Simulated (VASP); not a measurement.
SnBrCl3:

```
Sn Br Cl
1.0
     7.08140    0.00000    0.00000
    -3.54070    6.13267    0.00000
     0.00000    0.00000    6.61668
Sn Br Cl
2 2 6
Direct
  0.66667 0.33333 0.25000
  0.33333 0.66667 0.75000
  0.00000 0.00000 0.75000
  0.00000 0.00000 0.25000
  0.00000 0.68890 0.00000
  0.31110 0.31110 0.00000
  0.31110 0.00000 0.50000
  0.68890 0.00000 0.00000
  0.68890 0.68890 0.50000
  0.00000 0.31110 0.50000
```

The cell was built by a generator and needn't be a form met in nature.

- Program: VASP 6.6.1
- Task: relaxation of cell and atoms
- Functional: PBE
- Potentials or basis: VASP PAW PBE potentials, release 64 (Sn_d, Br, Cl)
- Cutoff: 520 eV
- k mesh: 3 × 3 × 2
- Occupations: gaussian, width 0.15 eV
- Spin: no spin polarisation

At the start: pressure 3.7 GPa; volume 28.73 Å³/atom.

Question: Where does the relaxation end?

Answer: Over 15 steps the energy falls by 384.5 meV/atom and the volume is 28.15 Å³/atom (-2.0 %); space group P6_322 (No. 182, to 0.05 Å).

Step by step:
```
step  energy change (eV)  largest force (eV/Å)  pressure (GPa)  volume (Å³)
   1              0.0000                1.7591            3.70       287.35
   2             -0.9949                1.0858           -0.38       315.81
   3             -1.1519                0.8056           -1.80       333.51
   4             -1.5774                0.7673           -1.47       321.36
   5             -2.6356                0.7056           -0.02       286.71
   6             -2.0942                0.1687           10.65       225.05
   7             -2.9305                0.5612            2.27       263.57
   8             -3.2942                0.3714            1.56       266.66
   9             -3.7842                0.0522            0.53       274.56
  10             -3.8324                0.0416            0.40       277.43
  11             -3.8320                0.0308            0.35       277.17
  12             -3.8380                0.0032           -0.01       280.29
  13             -3.8379                0.0028           -0.23       281.87
  14             -3.8383                0.0000           -0.07       281.04
  15             -3.8453                0.0108           -0.08       281.48
```

Final structure:
```
Sn Br Cl
1.0
     7.26754    0.00000    0.00000
    -3.63377    6.29387    0.00000
     0.00000    0.00000    6.15370
Sn Br Cl
2 2 6
Direct
  0.66667 0.33333 0.25000
  0.33333 0.66667 0.75000
  0.00000 0.00000 0.75000
  0.00000 0.00000 0.25000
  0.00000 0.56619 0.00000
  0.43381 0.43381 0.00000
  0.43381 0.00000 0.50000
  0.56619 0.00000 0.00000
  0.56619 0.56619 0.50000
  0.00000 0.43381 0.50000
```

Caveat: the k mesh is coarse (spacing up to 0.47 Å⁻¹), so the values aren't converged.
